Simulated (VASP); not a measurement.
Ge₂Mo (space group I4/mmm): computed properties

All values below come from LDA (Ceperley-Alder, Perdew-Zunger), VASP's LDA PAW potentials (set 64) (plane waves; VASP).

For Ge$_{2}$Mo, the space group comes out as I4/mmm (139) and the cell is a = b = 3.276 Å, c = 8.134 Å, α = β = γ = 90.00°. The volume per atom comes out as 14.55 Å^3/atom, the band gap (over mesh and band path) is none (metal, semimetal or under 0.01 eV) and the band gap with spin-orbit coupling comes out as none (metallic). The density comes out as 9.18 g/cm³.

Space group I4/mmm (No. 139); a = 3.276 Å, b = 3.276 Å, c = 8.134 Å, α = 90.00°, β = 90.00°, γ = 90.00°

```json
[
 {"atom": "Ge", "site": "4e", "symmetry": "4mm", "x": "0.0000", "y": "0.0000", "z": "0.3379"},
 {"atom": "Mo", "site": "2a", "symmetry": "4/mmm", "x": "0.0000", "y": "0.0000", "z": "0.0000"}
]
```
(The calculation used a cell of 3 atoms; values per cell refer to that cell.)

The structure comes from a computed database's Ge2Mo entry (I4/mmm); how it stands against other phases isn't given here. It was relaxed first. Symmetry was kept, so distortions that lower it aren't found.
